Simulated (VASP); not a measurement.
Computed with PBEsol GGA, VASP's PBE PAW potentials (set 64) (plane waves; VASP).

Input for VASP

**KPOINTS**
```
Automatic mesh
0
Gamma
10 10 10
0 0 0
```

File POSCAR:
```
ScPtO2
1.0
  1.5459355772   0.8925462099   6.1139201293
 -1.5459355772   0.8925462099   6.1139201293
  0.0000000000  -1.7850924198   6.1139201293
Pt Sc O
1 1 2
Direct
  0.0000000000   0.0000000000   0.0000000000
  0.5000000000   0.5000000000   0.5000000000
  0.1092038653   0.1092038653   0.1092038653
  0.8907961347   0.8907961347   0.8907961347
```

INCAR:
```
ALGO  =  Normal
EDIFF  =  1E-6
EDIFFG  =  -0.02
ENCUT  =  520
GGA  =  PS
IBRION  =  2
ISIF  =  3
ISMEAR  =  1
LASPH  =  .TRUE.
LCHARG  =  .FALSE.
LMAXMIX  =  6
LREAL  =  .FALSE.
LWAVE  =  .FALSE.
NELM  =  100
NSW  =  60
PREC  =  Accurate
SIGMA  =  0.1
SYSTEM  =  ScPtO2
```

POTCAR, in this order: Pt Sc_sv O (PBE.64 set). Program: vasp_std.

Output

OSZICAR:
```
       N       E                     dE             d eps       ncg     rms          rms(c)
DAV:   1     0.425524026459E+03    0.42552E+03   -0.16633E+04  4712   0.172E+03
DAV:   2     0.251521981459E+02   -0.40037E+03   -0.39237E+03  4784   0.523E+02
DAV:   3    -0.360949046143E+02   -0.61247E+02   -0.58667E+02  7480   0.183E+02
DAV:   4    -0.388633412602E+02   -0.27684E+01   -0.26261E+01  7240   0.439E+01
DAV:   5    -0.389138718510E+02   -0.50531E-01   -0.49633E-01  6080   0.435E+00    0.243E+01
DAV:   6    -0.329995448368E+02    0.59143E+01   -0.37224E+01  7384   0.600E+01    0.119E+01
DAV:   7    -0.327272077996E+02    0.27234E+00   -0.18509E+00  6904   0.134E+01    0.737E+00
DAV:   8    -0.326602494576E+02    0.66958E-01   -0.37814E-01  7276   0.703E+00    0.117E+00
DAV:   9    -0.326514281278E+02    0.88213E-02   -0.48373E-02  6336   0.212E+00    0.385E-01
DAV:  10    -0.326514177327E+02    0.10395E-04   -0.48072E-03  6940   0.853E-01    0.127E-01
DAV:  11    -0.326513869173E+02    0.30815E-04   -0.40365E-04  5468   0.187E-01    0.531E-02
DAV:  12    -0.326514094024E+02   -0.22485E-04   -0.82865E-05  7372   0.880E-02    0.211E-02
DAV:  13    -0.326514068823E+02    0.25201E-05   -0.13513E-05  5648   0.349E-02    0.520E-03
DAV:  14    -0.326514069785E+02   -0.96257E-07   -0.21281E-06  4128   0.127E-02
   1 F= -.32651407E+02 E0= -.32650678E+02  d E =-.326514E+02
       N       E                     dE             d eps       ncg     rms          rms(c)
DAV:   1    -0.326584195806E+02   -0.70127E-02   -0.19200E-01  5820   0.526E+00    0.662E-01
DAV:   2    -0.326522453252E+02    0.61743E-02   -0.18027E-02  5448   0.121E+00    0.267E-01
DAV:   3    -0.326516157258E+02    0.62960E-03   -0.26160E-03  7296   0.565E-01    0.997E-02
DAV:   4    -0.326515594421E+02    0.56284E-04   -0.25458E-04  7384   0.226E-01    0.519E-02
DAV:   5    -0.326515479598E+02    0.11482E-04   -0.35100E-05  6132   0.530E-02    0.276E-02
DAV:   6    -0.326515452156E+02    0.27442E-05   -0.93538E-06  6260   0.278E-02    0.370E-03
DAV:   7    -0.326515449778E+02    0.23779E-06   -0.79434E-07  3208   0.973E-03
   2 F= -.32651545E+02 E0= -.32650834E+02  d E =-.137999E-03
       N       E                     dE             d eps       ncg     rms          rms(c)
DAV:   1    -0.326527412753E+02   -0.11961E-02   -0.30265E-02  5788   0.208E+00    0.263E-01
DAV:   2    -0.326517610561E+02    0.98022E-03   -0.28815E-03  5432   0.483E-01    0.106E-01
DAV:   3    -0.326516634856E+02    0.97570E-04   -0.40605E-04  7320   0.225E-01    0.386E-02
DAV:   4    -0.326516559262E+02    0.75594E-05   -0.40088E-05  7364   0.903E-02    0.207E-02
DAV:   5    -0.326516553326E+02    0.59365E-06   -0.49659E-06  5392   0.205E-02
   3 F= -.32651655E+02 E0= -.32650937E+02  d E =-.248354E-03
       N       E                     dE             d eps       ncg     rms          rms(c)
DAV:   1    -0.326516648013E+02   -0.88751E-05   -0.26758E-04  5760   0.199E-01    0.244E-02
DAV:   2    -0.326516559708E+02    0.88305E-05   -0.24871E-05  5592   0.463E-02    0.967E-03
DAV:   3    -0.326516551279E+02    0.84285E-06   -0.28028E-06  4220   0.205E-02
   4 F= -.32651655E+02 E0= -.32650936E+02  d E =-.248149E-03
       N       E                     dE             d eps       ncg     rms          rms(c)
DAV:   1    -0.326519011521E+02   -0.24518E-03   -0.17707E-02  4640   0.167E+00    0.107E-01
DAV:   2    -0.326517777988E+02    0.12335E-03   -0.65887E-04  7124   0.304E-01    0.526E-02
DAV:   3    -0.326517291569E+02    0.48642E-04   -0.51785E-05  6248   0.841E-02    0.204E-02
DAV:   4    -0.326517202332E+02    0.89237E-05   -0.14730E-05  6744   0.408E-02    0.554E-03
DAV:   5    -0.326517200955E+02    0.13771E-06   -0.83794E-07  3124   0.874E-03
   5 F= -.32651720E+02 E0= -.32651013E+02  d E =-.649676E-04
       N       E                     dE             d eps       ncg     rms          rms(c)
DAV:   1    -0.326517273597E+02   -0.71264E-05   -0.58732E-04  4700   0.304E-01    0.191E-02
DAV:   2    -0.326517231924E+02    0.41673E-05   -0.22132E-05  7176   0.552E-02    0.953E-03
DAV:   3    -0.326517215296E+02    0.16628E-05   -0.14157E-06  3712   0.153E-02    0.423E-03
DAV:   4    -0.326517212144E+02    0.31518E-06   -0.68022E-07  2784   0.103E-02
   6 F= -.32651721E+02 E0= -.32651016E+02  d E =-.660865E-04
       N       E                     dE             d eps       ncg     rms          rms(c)
DAV:   1    -0.326518753809E+02   -0.15385E-03   -0.28422E-02  5128   0.166E+00    0.110E-01
DAV:   2    -0.326517604960E+02    0.11488E-03   -0.11358E-03  5812   0.348E-01    0.595E-02
DAV:   3    -0.326517352141E+02    0.25282E-04   -0.81310E-05  7144   0.106E-01    0.321E-02
DAV:   4    -0.326517307980E+02    0.44161E-05   -0.14938E-05  7192   0.547E-02    0.143E-02
DAV:   5    -0.326517301364E+02    0.66161E-06   -0.15540E-06  3384   0.151E-02
   7 F= -.32651730E+02 E0= -.32651025E+02  d E =-.892203E-05
```

**OUTCAR**
```
------------------------ aborting loop because EDIFF is reached ----------------------------------------
  FORCE on cell =-STRESS in cart. coord.  units (eV):
  Direction    XX          YY          ZZ          XY          YZ          ZX
  --------------------------------------------------------------------------------------
  Total       -0.0086972     -0.0086972     -0.0245859     -0.0000000      0.0000000      0.0000000
  in kB       -0.2742903     -0.2742903     -0.7753821     -0.0000000      0.0000000      0.0000000
  external PRESSURE =      -0.4413209 kB  Pullay stress =       0.0000000 kB
  volume of cell :       50.80
      direct lattice vectors                 reciprocal lattice vectors
     1.549327232  0.894504382  6.109478158     0.322720720  0.186322918  0.054560034
    -1.549327232  0.894504382  6.109478158    -0.322720720  0.186322918  0.054560034
     0.000000000 -1.789008764  6.109478158     0.000000000 -0.372645836  0.054560034
 POSITION                                       TOTAL-FORCE (eV/Angst)
 -----------------------------------------------------------------------------------
      0.00000      0.00000     18.32843         0.000000     -0.000000      0.000000
      0.00000      0.00000      9.16422        -0.000000     -0.000000      0.000000
      0.00000      0.00000      2.00371        -0.000000     -0.000000     -0.014335
      0.00000      0.00000     16.32472         0.000000      0.000000      0.014335
 -----------------------------------------------------------------------------------
    total drift:                                0.000000     -0.000000      0.000000
  FREE ENERGIE OF THE ION-ELECTRON SYSTEM (eV)
  ---------------------------------------------------
  free  energy   TOTEN  =       -32.6517301364 eV

  energy  without entropy=      -32.6496136532  energy(sigma->0) =      -32.65102464

 reached required accuracy - stopping structural energy minimisation
```
(Selected blocks of OUTCAR.)

CONTCAR:
```
ScPtO2
   1.00000000000000
     1.5493272320226590    0.8945043819888049    6.1094781581627560
    -1.5493272320226590    0.8945043819888049    6.1094781581627560
     0.0000000000000000   -1.7890087639776098    6.1094781581627560
  Pt              Sc              O
     1     1     2
Direct
     1.0000000000000000    1.0000000000000000    1.0000000000000000
     0.5000000000000000    0.5000000000000000    0.5000000000000000
     0.1093225538425188    0.1093225538425188    0.1093225538425188
     0.8906774461574811    0.8906774461574811    0.8906774461574811
```

The structure was generated: ScPtO2 was put into the delafossite type (R-3m), which need not be its known phase. This run relaxes it. Symmetry was kept, so distortions that lower it aren't found. The start is the result of an earlier pass. The electron count is odd and the run is not spin-polarised, which forces a metal.
